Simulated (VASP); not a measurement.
All values below come from MS2 meta-GGA, VASP's PBE PAW potentials (set 64) (plane waves; VASP).

The input files of a VASP run:

INCAR:
```
! general
SYSTEM  = AlN
PREC    = Accurate
ENCUT   = 520
LREAL   = .FALSE.
LASPH   = .TRUE.

! electronic loop
EDIFF   = 1E-7
NELM    = 100
ALGO    = Normal
LMIXTAU = .TRUE.

! smearing
ISMEAR  = 0
SIGMA   = 0.05

! functional
METAGGA = MS2

! ions
IBRION  = 2
NSW     = 30
ISIF    = 4
EDIFFG  = -0.01

! output
LWAVE   = .FALSE.
LCHARG  = .FALSE.
```

### KPOINTS
```
Automatic mesh
0
Gamma
8 8 5
0 0 0
```

POSCAR:
```
AlN
1.0
  1.5511838612  -2.6867292538   0.0000000000
  1.5511838612   2.6867292538   0.0000000000
  0.0000000000   0.0000000000   4.9698129838
Al N
2 2
Cartesian
  1.5511838612  -0.8955782091   2.4853787449
  1.5511838612   0.8955782091   0.0004722530
  1.5511838612  -0.8955782091   4.3829027987
  1.5511838612   0.8955782091   1.8979963068
```

POTCAR, in this order: Al N (PBE.64 set). Program: vasp_std.

The resulting files:

**OUTCAR**
```
 ion  position               nearest neighbor table
   1  0.667  0.333  0.500-   4 1.89   4 1.89   4 1.89   3 1.90   2 3.06   2 3.06   2 3.06   2 3.06
                             2 3.06   2 3.06
   2  0.333  0.667  0.000-   3 1.89   3 1.89   3 1.89   4 1.90   1 3.06   1 3.06   1 3.06   1 3.06
                             1 3.06   1 3.06
   3  0.667  0.333  0.882-   2 1.89   2 1.89   2 1.89   1 1.90
   4  0.333  0.667  0.382-   1 1.89   1 1.89   1 1.89   2 1.90
  LATTYP: Found a hexagonal cell.
 ALAT       =     3.1023677175
 C/A-ratio  =     1.6019419477
 Subroutine PRICEL returns:
 Original cell was already a primitive cell.
 Subroutine GETGRP returns: Found 12 space group operations
The static configuration has the point symmetry C_3v.
 The point group associated with its full space group is C_6v.
The dynamic configuration has the point symmetry C_3v.
 Subroutine INISYM returns: Found 12 space group operations
 Subroutine IBZKPT returns following result:
 Found     30 irreducible k-points:

 Following reciprocal coordinates:
            Coordinates               Weight
  0.000000  0.000000  0.000000      1.000000
  0.125000  0.000000  0.000000      6.000000
  0.250000  0.000000  0.000000      6.000000
  0.375000  0.000000  0.000000      6.000000
  0.500000  0.000000  0.000000      3.000000
  0.125000  0.125000  0.000000      6.000000
  0.250000  0.125000  0.000000     12.000000
  0.375000  0.125000  0.000000     12.000000
  0.250000  0.250000  0.000000      6.000000
  0.375000  0.250000  0.000000      6.000000
  0.000000  0.000000  0.200000      2.000000
  0.125000  0.000000  0.200000     12.000000
  0.250000  0.000000  0.200000     12.000000
  0.375000  0.000000  0.200000     12.000000
  0.500000  0.000000  0.200000      6.000000
  0.125000  0.125000  0.200000     12.000000
  0.250000  0.125000  0.200000     24.000000
  0.375000  0.125000  0.200000     24.000000
  0.250000  0.250000  0.200000     12.000000
  0.375000  0.250000  0.200000     12.000000
  0.000000  0.000000  0.400000      2.000000
  0.125000  0.000000  0.400000     12.000000
  0.250000  0.000000  0.400000     12.000000
  0.375000  0.000000  0.400000     12.000000
  0.500000  0.000000  0.400000      6.000000
  0.125000  0.125000  0.400000     12.000000
  0.250000  0.125000  0.400000     24.000000
  0.375000  0.125000  0.400000     24.000000
  0.250000  0.250000  0.400000     12.000000
  0.375000  0.250000  0.400000     12.000000
   k-points           NKPTS =     30   k-points in BZ     NKDIM =     30   number of bands    NBANDS=     12
   number of dos      NEDOS =    301   number of ions     NIONS =      4
   total plane-waves  NPLWV =  23040
   dimension x,y,z NGX =    24 NGY =   24 NGZ =   40
   dimension x,y,z NGXF=    48 NGYF=   48 NGZF=   80
   ions per type =               2   2
   PREC   = accura    normal or accurate (medium, high low for compatibility)
   ISTART =      0    job   : 0-new  1-cont  2-samecut
   ICHARG =      2    charge: 1-file 2-atom 10-const
   ISPIN  =      1    spin polarized calculation?
   LNONCOLLINEAR =      F non collinear calculations
   LSORBIT =      F    spin-orbit coupling
   INIWAV =      1    electr: 0-lowe 1-rand  2-diag
   ENCUT  =  520.0 eV  38.22 Ry    6.18 a.u.   5.77  5.77  9.24*2*pi/ulx,y,z
   NELM   =    100;   NELMIN=  2; NELMDL= -5     # of ELM steps
   EDIFF  = 0.1E-06   stopping-criterion for ELM
   LREAL  =      F    real-space projection
   NLSPLINE    = F    spline interpolate recip. space projectors
   LMAXMIX     =    2 max onsite mixed and CHGCAR
   VOSKOWN=      0    Vosko Wilk Nusair interpolation
   EDIFFG = -.1E-01   stopping-criterion for IOM
   NSW    =     30    number of steps for IOM
   NBLOCK =      1;   KBLOCK =     30    inner block; outer block
...
```

File OSZICAR:
```
       N       E                     dE             d eps       ncg     rms          rms(c)
DAV:   1     0.146389128095E+02    0.14639E+02   -0.72310E+03   720   0.114E+03
DAV:   2    -0.642043730620E+02   -0.78843E+02   -0.72722E+02  1040   0.220E+02
DAV:   3    -0.679568640567E+02   -0.37525E+01   -0.37367E+01   936   0.519E+01
DAV:   4    -0.679822893104E+02   -0.25425E-01   -0.25422E-01   792   0.508E+00
DAV:   5    -0.679825479933E+02   -0.25868E-03   -0.25868E-03   924   0.512E-01    0.147E+01
DAV:   6    -0.438585386857E+02    0.24124E+02   -0.40071E+01   836   0.464E+01    0.835E+00
DAV:   7    -0.419226336150E+02    0.19359E+01   -0.10478E+01   720   0.314E+01    0.545E+00
DAV:   8    -0.420026825773E+02   -0.80049E-01   -0.20491E+00   732   0.136E+01    0.168E+00
DAV:   9    -0.420296156309E+02   -0.26933E-01   -0.68825E-01   720   0.946E+00    0.942E-01
DAV:  10    -0.421017944178E+02   -0.72179E-01   -0.35923E-01   720   0.733E+00    0.409E-01
DAV:  11    -0.421153770142E+02   -0.13583E-01   -0.78980E-03   824   0.115E+00    0.102E-01
DAV:  12    -0.421127293886E+02    0.26476E-02   -0.13107E-03   796   0.401E-01    0.801E-02
DAV:  13    -0.421154340495E+02   -0.27047E-02   -0.11060E-03   720   0.476E-01    0.361E-02
DAV:  14    -0.421152693483E+02    0.16470E-03   -0.32055E-04   720   0.252E-01    0.189E-02
DAV:  15    -0.421156112364E+02   -0.34189E-03   -0.26077E-05   820   0.707E-02    0.138E-02
DAV:  16    -0.421156026278E+02    0.86085E-05   -0.12246E-05   784   0.402E-02    0.247E-03
DAV:  17    -0.421156183679E+02   -0.15740E-04   -0.40695E-06   752   0.249E-02    0.188E-03
DAV:  18    -0.421156027161E+02    0.15652E-04   -0.21403E-07   624   0.673E-03    0.121E-03
DAV:  19    -0.421156072817E+02   -0.45657E-05   -0.14022E-07   488   0.437E-03    0.453E-04
DAV:  20    -0.421155965931E+02    0.10689E-04   -0.64798E-08   428   0.372E-03    0.236E-04
DAV:  21    -0.421155977596E+02   -0.11665E-05   -0.25988E-09   360   0.613E-04    0.143E-04
DAV:  22    -0.421155976877E+02    0.71885E-07   -0.62038E-10   360   0.337E-04
   1 F= -.42115598E+02 E0= -.42115598E+02  d E =-.421156E+02
```

File OUTCAR:
```
------------------------ aborting loop because EDIFF is reached ----------------------------------------
  FORCE on cell =-STRESS in cart. coord.  units (eV):
  Direction    XX          YY          ZZ          XY          YZ          ZX
  --------------------------------------------------------------------------------------
  Total       -0.0099894     -0.0099894      0.0215663      0.0000000      0.0000000      0.0000000
  in kB       -0.3863595     -0.3863595      0.8341206      0.0000000      0.0000000      0.0000000
  external PRESSURE =       0.0204672 kB  Pullay stress =       0.0000000 kB
  volume of cell :       41.42
      direct lattice vectors                 reciprocal lattice vectors
     1.551183861 -2.686729254  0.000000000     0.322334452 -0.186099883  0.000000000
     1.551183861  2.686729254  0.000000000     0.322334452  0.186099883  0.000000000
     0.000000000  0.000000000  4.969812984     0.000000000  0.000000000  0.201214815
  FREE ENERGIE OF THE ION-ELECTRON SYSTEM (eV)
  ---------------------------------------------------
  free  energy   TOTEN  =       -42.1155976877 eV

  energy  without entropy=      -42.1155976877  energy(sigma->0) =      -42.11559769

 reached required accuracy - stopping structural energy minimisation
```
(Selected blocks of OUTCAR.)

The compound is AlN in the wurtzite structure. It was relaxed first.
